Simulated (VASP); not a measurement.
Energy against volume of Gd (hcp). Level of theory: AM05 GGA, VASP's PBE PAW potentials (set 64) (plane waves; VASP). Settings: 520 eV cut-off, 12×12×7 Γ-centred mesh, first-order Methfessel-Paxton smearing of 0.10 eV, potentials Gd_3.

The 4f electrons are frozen in the core of the lanthanide potential, so 4f levels, which can set the real gap, and their magnetism are missing.

Shape and ions are relaxed at each volume.

```json
[
 {"V (Å³/atom)": "30.445", "E (eV/atom)": "-4.78535"},
 {"V (Å³/atom)": "31.386", "E (eV/atom)": "-4.78740"},
 {"V (Å³/atom)": "32.328", "E (eV/atom)": "-4.78285"},
 {"V (Å³/atom)": "33.269", "E (eV/atom)": "-4.77260"}
]
```

Problem. Fit these four points and predict the energy of the run at 29.503 Å³/atom.

Solution. A cubic in V^(−2/3), the third-order Birch-Murnaghan form, passes through the four points with V0 = 31.19 Å³/atom and B0 = 38 GPa, and gives -4.7757 eV/atom there. The run gave -4.7756 eV/atom, +0.0 meV/atom from the fit; all five points give B0 = 38 GPa.

The compound is Gd in the hcp structure. It was relaxed first, which changed the volume by -5 %.
